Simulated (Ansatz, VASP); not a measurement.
# Cross-check of SiC between VASP and Ansatz, part 2 of 2

One calculation is typed for both programs; each brings its own data sets. How far apart do they land? The cell is taken from a series of runs on this material, whose earlier steps may have relaxed, scaled, displaced or heated it; both programs get it as it stands.

VASP 6.6.1 and Ansatz 0.2.0.

So far. Step 2 (VASP: single point, HSE06): The run ends at a pressure of -5.06 GPa, with forces up to 0.013 eV/Å.

## (3) Ansatz: single point, HSE06

Level of this step: Ansatz beside VASP: Kohn-Sham DFT, plane waves, HSE06 (Ansatz).

Ansatz runs on its default PAW (the set named soft_2) files.

The same cell, functional and mesh now go to Ansatz, which takes its cutoff from its data sets.

Input file input.yaml:

```yaml
crystal:
  lattice:
    - [3.0941148189, 0.0, 0.0]
    - [-1.5470574094, 2.6795820354, 0.0]
    - [0.0, 0.0, 10.1294988414]
  atoms:
    - { symbol: Si, position: [0.6666666667, 0.3333333333, 0.9378491685] }
    - { symbol: Si, position: [0.3333333333, 0.6666666667, 0.4378491685] }
    - { symbol: Si, position: [0.0, 0.0, 0.6878957606] }
    - { symbol: Si, position: [0.0, 0.0, 0.1878957606] }
    - { symbol: C, position: [0.6666666667, 0.3333333333, 0.749803259] }
    - { symbol: C, position: [0.3333333333, 0.6666666667, 0.249803259] }
    - { symbol: C, position: [0.0, 0.0, 0.5004508118] }
    - { symbol: C, position: [0.0, 0.0, 0.0004508118] }
kpoints:
  mp_grid: { grid: [6, 6, 2] }
  band_path:
    path:
      - [0.0, 0.0, 0.0]
      - [0.5, 0.0, 0.0]
      - [0.33333333, 0.33333333, 0.0]
      - [0.0, 0.0, 0.5]
      - [0.5, 0.0, 0.5]
      - [0.33333333, 0.33333333, 0.5]
    npoints: 1
hamiltonian:
  xc: hse06
scf:
  occupations: { method: fixed }
  n_extra_bands: 6
output:
  eigenvalues: true
```

Started as:

```bash
$ ansatz run input.yaml --threads 3 --pin off --max-ram 92160MiB --backend cuda --events-out ev --progress --plain --runs-dir out --devices 1 --max-vram 13GiB
```

Numbers of over 12 decimals in the logs are rounded to 6 here.

Log:

```text
scf.n_extra_bands = 6 over 16 filled bands (N_el = 32.0): the run solves 22 bands
GPUs: using 1 of 1 available (devices: 1).
Engine: ansatz 0.2.0, x86_64-unknown-linux-gnu
Pseudopotentials: kind: paw
Pseudopotential: Si, paw, valence charge 4, recommended cutoff 420 eV (normal), Si.paw.azcp
Pseudopotential: C, paw, valence charge 4, recommended cutoff 420 eV (normal), C.paw.azcp
Functional definition: HSE06
  parameter a = 0.25
  parameter omega = 0.11/bohr
  exchange = pbe_x - a*pbe_x_sr(omega) + a*exact_x_sr(omega)
  correlation = pbe_c
davidson cushion auto → on  (no smearing: the cushion is to keep the highest requested band from converging to the state above it; pin scf.eigensolver.cushion to override)
device memory: the entry about to start is reckoned to put 0.8 GiB on a device that reports 52.7 GiB free (of which the cap on the GPU budget leaves the run 13.0 GiB)
GPU FFT provider: cuFFT
GPU libraries: cuBLAS 13.8.2, cuFFT 12.4.0, cuSOLVER 12.3.4
Crystal: 8 atoms, lattice volume = 83.983 Å³
Basis set: ecut = 420 eV, 1629 PW (Γ)
Bands: 22, of which v1, the nominal top of the filled ones, is band 16 counted from 1 (15 counted from 0)
Symmetry: 12 space group operations
Space group: P63mc (ITA 186), of the structure as read, at distance tolerance 4.4e-5 Å
k-points: 14 of 72
Non-local potential: Si, projectors of the file, l = 0: 2, l = 1: 2, l = 2: 2
Non-local potential: C, projectors of the file, l = 0: 2, l = 1: 2, l = 2: 1
PAW form: soft (Blöchl's): semilocal exchange-correlation on the pseudo side does not see the compensation charge
PAW frozen core: Si, regenerated for the run's functional, and the local potential with it (the file was generated under x = pbe(κ = 0.804, μ = 0.219515), c = pbe(β = 0.066725))
PAW frozen core: C, regenerated for the run's functional, and the local potential with it (the file was generated under x = pbe(κ = 0.804, μ = 0.219515), c = pbe(β = 0.066725))
PAW one-centre angular grid: Si, 110 points (default); XC on 64 Gauss nodes
PAW one-centre angular grid: C, 110 points (default); XC on 64 Gauss nodes
Initial density: superposition of atomic densities (neutral atoms: chi_scale 0, normalization atom), corrected by the library's trained network
Initial wavefunctions: pseudopotential atomic-orbital guess
GPU buffer pool allocated for 41472 grid points (all kernels)
GPU transforms: local potential and band sums: pruned to the plane-wave sphere, on 24×24×72
Functional: x = pbe(κ = 0.804, μ = 0.219515), c = pbe(β = 0.066725), warm-up for x = pbe(κ = 0.804, μ = 0.219515) + 0.25 (exact − pbe) at short range (hse, ω = 0.207870 Å⁻¹), c = pbe(β = 0.066725); HSE06 as pw.x's `hse` composes it (authors' and Libxc's form: `xc: wpbeh`)
SCF iter   1: F=—  HF=-3548.610213 eV  |F-HF|=—  |Δ(HF+E_count)|=         —  Δρ=2.35e-3  dr2=4.56e-3  ethr=1.77e-3  ⟨swp⟩=8.4  Hψ=1688  notcnv=0
preconditioner: auto → none  [insulator: Δε(μ)=2.195 eV  Ē_g=11.241 eV  n_scr=6 (ndim 8)  ℏωp=22.9 eV  f_vac=0.000]
iter 2 solved again at ethr=1.05e-6 eV; its pass at ethr=1.43e-5 eV (dr2=3.36e-4 eV) is discarded
SCF iter   2: F=-3548.610167 eV  HF=-3548.610057 eV  |F-HF|=1.10e-4  |Δ(HF+E_count)|=   1.56e-4  Δρ=8.63e-4  dr2=3.42e-4  ethr=1.05e-6  ⟨swp⟩=2.7  Hψ=1763  notcnv=0  defer=3
SCF 1 stopped early in 2 iterations: F = -3548.610167 eV  dr2 = 3.42e-4
  greatest PAW one-centre occupation: 0.644 electrons in one spin orbital (limit 2), on the C atom at site 5 (counted from 0), in its partial waves of l = 0
device memory: the entry about to start is reckoned to put 1.4 GiB (of the 1.4 GiB reckoned in all, the device holds 0.1 GiB already) on a device that reports 51.4 GiB free (of which the cap on the GPU budget leaves the run 12.9 GiB)
GPU FFT provider: cuFFT
GPU libraries: cuBLAS 13.8.2, cuFFT 12.4.0, cuSOLVER 12.3.4
Initial density: handed on by an earlier stage of this run
Initial wavefunctions: those handed on with the density
GPU buffer pool allocated for 41472 grid points (all kernels)
GPU transforms: local potential and band sums: pruned to the plane-wave sphere, on 24×24×72
Functional: x = pbe(κ = 0.804, μ = 0.219515) + 0.25 (exact − pbe) at short range (hse, ω = 0.207870 Å⁻¹), c = pbe(β = 0.066725); HSE06 as pw.x's `hse` composes it (authors' and Libxc's form: `xc: wpbeh`)
Exchange kernel: α = 0.2500, screened, ω = 0.2079 Å⁻¹, Wigner–Seitz truncation, v(0) = 1043.2667 eV·Å³, q-mesh 6×6×2, nearest image of the exchange supercell L = 18.56 Å, pair-density grid 15×15×48, without the augmentation charges, whose exchange is taken in its separable form by FFT convolution over the k-point mesh (sized by the pseudopotential files, 18×18×72 at the most), smooth part of the exact exchange by density-matrix convolution in up to 1.98 GiB of GPU memory as planned if the GPU has room (build and FFT work areas not counted)
Frozen-core exchange: fock
SCF iter   1: F=—  HF=-3551.128809 eV  |F-HF|=—  |Δ(HF+E_count)|=         —  Δρ=5.44e-3  dr2=1.60e-2  ethr=1.07e-5  ⟨swp⟩=7.5  Hψ=1559  notcnv=0
preconditioner: auto → none  [insulator: Δε(μ)=3.103 eV  Ē_g=12.967 eV  n_scr=6 (ndim 8)  ℏωp=22.9 eV  f_vac=0.000]
SCF iter   2: F=—  HF=-3551.122413 eV  |F-HF|=—  |Δ(HF+E_count)|=   6.40e-3  Δρ=2.52e-3  dr2=3.46e-3  ethr=1.07e-5  ⟨swp⟩=3.0  Hψ=902  notcnv=0
SCF iter   3: F=—  HF=-3551.131240 eV  |F-HF|=—  |Δ(HF+E_count)|=   8.83e-3  Δρ=7.62e-4  dr2=5.20e-4  ethr=8.13e-6  ⟨swp⟩=3.4  Hψ=918  notcnv=0
SCF iter   4: F=—  HF=-3551.131083 eV  |F-HF|=—  |Δ(HF+E_count)|=   1.57e-4  Δρ=2.21e-4  dr2=5.84e-5  ethr=1.53e-6  ⟨swp⟩=3.0  Hψ=930  notcnv=0
SCF iter   5: F=-3551.131207 eV  HF=-3551.131212 eV  |F-HF|=4.96e-6  |Δ(HF+E_count)|=   1.29e-4  Δρ=1.20e-4  dr2=1.04e-5  ethr=1.41e-7  ⟨swp⟩=4.6  Hψ=1026  notcnv=0
SCF 2 stopped early in 5 iterations: F = -3551.131207 eV  dr2 = 1.04e-5
hybrid outer 1: dexx = +1.130e-2 eV, tail = 3.04e-5 eV
GPU FFT provider: cuFFT
GPU libraries: cuBLAS 13.8.2, cuFFT 12.4.0, cuSOLVER 12.3.4
GPU buffer pool allocated for 41472 grid points (all kernels)
GPU transforms: local potential and band sums: pruned to the plane-wave sphere, on 24×24×72
Exchange kernel: α = 0.2500, screened, ω = 0.2079 Å⁻¹, Wigner–Seitz truncation, v(0) = 1043.2667 eV·Å³, q-mesh 6×6×2, nearest image of the exchange supercell L = 18.56 Å, pair-density grid 15×15×48, without the augmentation charges, whose exchange is taken in its separable form by FFT convolution over the k-point mesh (sized by the pseudopotential files, 18×18×72 at the most), smooth part of the exact exchange by density-matrix convolution in up to 1.98 GiB of GPU memory as planned if the GPU has room (build and FFT work areas not counted)
Frozen-core exchange: fock
SCF iter   1: F=—  HF=-3551.131121 eV  |F-HF|=—  |Δ(HF+E_count)|=         —  Δρ=4.36e-5  dr2=2.01e-6  ethr=4.75e-7  ⟨swp⟩=2.9  Hψ=707  notcnv=0
preconditioner: auto → none  [insulator: Δε(μ)=3.133 eV  Ē_g=12.977 eV  n_scr=6 (ndim 8)  ℏωp=22.9 eV  f_vac=0.000]
iter 2 solved again at ethr=7.08e-11 eV; its pass at ethr=5.29e-9 eV (dr2=2.27e-8 eV) is discarded
SCF iter   2: F=-3551.131121 eV  HF=-3551.131121 eV  |F-HF|=6.55e-10  |Δ(HF+E_count)|=   4.62e-7  Δρ=8.33e-6  dr2=3.97e-8  ethr=7.08e-11  ⟨swp⟩=3.5  Hψ=1746  notcnv=0
SCF 3 converged in 2 iterations: F = -3551.131121 eV  dr2 = 3.97e-8
hybrid outer 2: dexx = +1.615e-7 eV, tail = 8.40e-8 eV, Δε = 1.66e-3 eV (about 1.55e-4 eV left of the loop's levels)
device memory: the entry about to start is reckoned to put 0.5 GiB on a device that reports 38.9 GiB free (of which the cap on the GPU budget leaves the run 13.0 GiB)
NSCF: frozen V_eff on 6 k-points
hybrid SCF converged: 2 outer / 7 inner (+2 warm-up), last move |dexx| = 1.62e-7 eV, tail = 8.40e-8 eV
Stability not checked: this state was not tested for a lower state beside it, because the functional holds exact exchange (a hybrid, or Hartree-Fock), whose exchange loop this test does not read (fock_operator; see scf.lower_state_search)
Free energy (F): -3551.131121 eV
Frozen-core exchange: fock
Harris-Foulkes:  -3551.131121 eV  (|F-HF|=6.55e-10)
Internal energy: -3551.131121 eV  (E = F + TS)
E sigma→0 (E₀):  -3551.131121 eV
Fermi energy:    8.771675 eV
--- Per-component energies (eV) ---
  E_band       = 72.169606
  E_kinetic    = 539.732974
  E_local      = -418.351002  (includes V_loc(G=0)·N_el)
  E_nonlocal   = 201.394594
  E_hartree    = 130.012436
  E_xc         = -342.098998
  E_vxc        = -352.400783  (∫ρ·V_xc dr)
  E_exx        = -60.533182  (= α·E_x^exact, valence–valence)
  E_paw        = -2468.191692  (= ΣΔE_a)
  E_vpaw       = -37.162139  (= ΣTr[D̂ρ^β])
  E_aug_tail   = 0.000048  (compensation charges beyond the density's cutoff)
  E_ewald      = -1132.790960
  E_core_change = -0.305338  (= ΣΔE_core)
  E_smearing   = -0.000000  (= −TS)
  E_closure    = -0.000000  (closes the sum)
  Σ components = -3551.131121   (vs F -3551.131121, Δ=0.00e0)
--- Band table (eV; the first three rows and the last of 14) ---
  k-point 0: bands = [... 12 lower, 8.1338, 8.7235, 8.7717, 8.7717, 14.8972, 15.5107, 16.1530, 16.1758, ... 2 higher]
  k-point 1: bands = [... 12 lower, 8.5463, 8.5463, 8.5463, 8.5463, 15.1168, 15.1168, 16.6472, 16.6472, ... 2 higher]
  k-point 2: bands = [... 12 lower, 7.4422, 7.5070, 8.3655, 8.4991, 14.5813, 15.3107, 15.5927, 16.7413, ... 2 higher]
  k-point 13: bands = [... 12 lower, 5.8050, 5.8050, 6.1283, 6.1283, 12.9733, 12.9733, 16.5984, 16.5984, ... 2 higher]
```

Reading the cycles: dr2 is the Hartree energy of the density residual (eV), the measure of convergence; HF is the Harris–Foulkes estimate of the energy, which meets the free energy F at convergence.

## (4) Differences

Known differences besides the potentials themselves: exact exchange at q = 0 is treated differently, which shows on coarse meshes; VASP keeps PBE cores, Ansatz makes them for the functional; fixed occupations in Ansatz, narrow Gaussian smearing in VASP; the cutoff is 420 eV in Ansatz and 520 eV in VASP; VASP takes a coarser grid for exact exchange (PRECFOCK = Fast). Total energies have different zeros and are not compared.

Compared:

```tsv
quantity	Ansatz	VASP	difference
gap on the k mesh (eV)	3.132	3.137	-0.004
```

A gap on the mesh is an upper bound, since the band edges may lie between its points.

## (5) Summary of results

```
difference in gap on the k mesh (single point, HSE06) : -0.0044 eV
```

In words: The difference in gap on the k mesh is -0.0044 eV (single point, HSE06), within the 0.08 eV picked in this series as the mark of a large difference. How closely two codes agree says nothing of how well the functional describes the real material.

[Lines on the potential files, build, host, timing and source positions are cut from VASP's logs without a mark.]

[Logs are printed without paths, hosts, clocks, repeated set-up lines and the standing remarks that a program may print on its own settings, such as how far it seeks lower states.]

[Hosts, paths, dates, database ids (printed as entryN), source tags and the programs' standing remarks are cut or masked in the printed files.]
